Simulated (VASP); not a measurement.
Energy against volume of Be (hcp). Computed with AM05 GGA, VASP's PBE PAW potentials (set 64) (plane waves; VASP 6.6.1). Settings: 520 eV cut-off, 18×18×10 Γ-centred mesh, first-order Methfessel-Paxton smearing of 0.10 eV, potentials Be.

Shape and ions are relaxed at each volume.

| V (Å³/atom) | E (eV/atom) |
|---|---|
| 7.412 | -3.94914 |
| 7.648 | -3.95814 |
| 7.885 | -3.96091 |
| 8.121 | -3.95821 |

### Question
Fit these four points and predict the energy of the run at 8.358 Å³/atom.

### Answer
A cubic in V^(−2/3), the third-order Birch-Murnaghan form, passes through the four points with V0 = 7.88 Å³/atom and B0 = 124 GPa, and gives -3.9507 eV/atom there. The run gave -3.9507 eV/atom, +0.0 meV/atom from the fit; all five points give B0 = 124 GPa.

The compound is Be in the hcp structure. It was relaxed first.
